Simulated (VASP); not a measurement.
Here is the system:

```
CELL_PARAMETERS angstrom
      4.83428     0.00000     0.00000
      0.00000     4.83428     0.00000
      0.00000     0.00000     4.83428
ATOMIC_POSITIONS crystal
  Si 0.50000 0.50000 0.50000
  Si 0.00000 0.00000 0.00000
  Mo 0.25000 0.00000 0.50000
  Mo 0.50000 0.25000 0.00000
  Mo 0.50000 0.75000 0.00000
  Mo 0.75000 0.00000 0.50000
  Mo 0.00000 0.50000 0.75000
  Mo 0.00000 0.50000 0.25000
```

The numbers are results of PBEsol GGA, VASP's PBE PAW potentials (set 64) (plane waves; VASP), not measurements. Run with 500 eV cut-off, 7×7×7 Γ-centred mesh, first-order Methfessel-Paxton smearing of 0.10 eV, potentials Si Mo_sv.

**Question.** The ions, cell shape and volume at an external pressure of 10.0 GPa are relaxed. Give the cell that the relaxation ends in.

**Answer.** 
```
CELL_PARAMETERS angstrom
      4.80826     0.00000     0.00000
      0.00000     4.80826     0.00000
      0.00000     0.00000     4.80826
ATOMIC_POSITIONS crystal
  Si 0.50000 0.50000 0.50000
  Si 0.00000 0.00000 0.00000
  Mo 0.25000 0.00000 0.50000
  Mo 0.50000 0.25000 0.00000
  Mo 0.50000 0.75000 0.00000
  Mo 0.75000 0.00000 0.50000
  Mo 0.00000 0.50000 0.75000
  Mo 0.00000 0.50000 0.25000
```
Space group Pm-3n (223), at a tolerance of 0.03 Å.

**Question.** How do energy and volume change from the first to the last step?

**Answer.** The energy (σ→0) changes by +10.5 meV/atom and the volume by -1.6 %, in 3 ionic steps.

The compound is Mo3Si in the A15 structure. This run relaxes it under an external pressure of 10 GPa. Symmetry was kept, so distortions that lower it aren't found.
